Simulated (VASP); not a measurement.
Calculation: PBE GGA, VASP's PBE PAW potentials (set 64) (plane waves; VASP).

A VASP calculation is set up with these files.

### KPOINTS
```
Automatic mesh
0
G
  15 15 8
```

### INCAR
```
! general
SYSTEM  = Hf
PREC    = Normal
ENCUT   = 400
LREAL   = .FALSE.
LASPH   = .TRUE.

! electronic loop
EDIFF   = 1E-5
NELM    = 100
NELMIN  = 4
ALGO    = Fast
LMAXMIX = 6

! smearing
ISMEAR  = 1
SIGMA   = 0.1

! functional
GGA     = PE

! ions
IBRION  = 2
NSW     = 20
ISIF    = 2
EDIFFG  = -0.03

! output
LWAVE   = .FALSE.
LCHARG  = .FALSE.
```

**POSCAR**
```
Hf
1
    3.2008951916     0.0000000000     0.0000000000
   -1.6004475958     2.7720565124     0.0000000000
    0.0000000000     0.0000000000     5.0584316702
Hf
2
Direct
  0.6666670000   0.3333330000   0.7500000000
  0.3333330000   0.6666670000   0.2500000000
```

POTCAR, in this order: Hf_pv (PBE.64 set). Program: vasp_std.

Unless said otherwise, spin-orbit coupling is left out, though it shifts the bands of the heavy elements here.

What does the run give for the energy per atom (σ→0), band gap (on the k-mesh)?

```yaml
energy per atom (σ→0): -9.924 eV/atom
band gap (on the k-mesh): none (metal, semimetal or under 0.01 eV)
```

OSZICAR:
```
...
RMM:   7    -0.198571451254E+02    0.18081E+00   -0.11150E+00  3986   0.762E+00    0.215E+00
RMM:   8    -0.198472347783E+02    0.99103E-02   -0.97186E-02  3856   0.264E+00    0.229E-01
RMM:   9    -0.198487553146E+02   -0.15205E-02   -0.16779E-02  4492   0.957E-01    0.703E-01
RMM:  10    -0.198492376403E+02   -0.48233E-03   -0.25909E-03  4377   0.392E-01    0.203E+00
RMM:  11    -0.198489104246E+02    0.32722E-03   -0.45706E-04  3938   0.161E-01    0.682E-01
RMM:  12    -0.198488413858E+02    0.69039E-04   -0.27984E-04  3877   0.113E-01    0.668E-02
RMM:  13    -0.198488455320E+02   -0.41461E-05   -0.41291E-05  3009   0.428E-02
   1 F= -.19848846E+02 E0= -.19848856E+02  d E =-.198488E+02
```

The compound is Hf in the hcp structure. It was relaxed first.
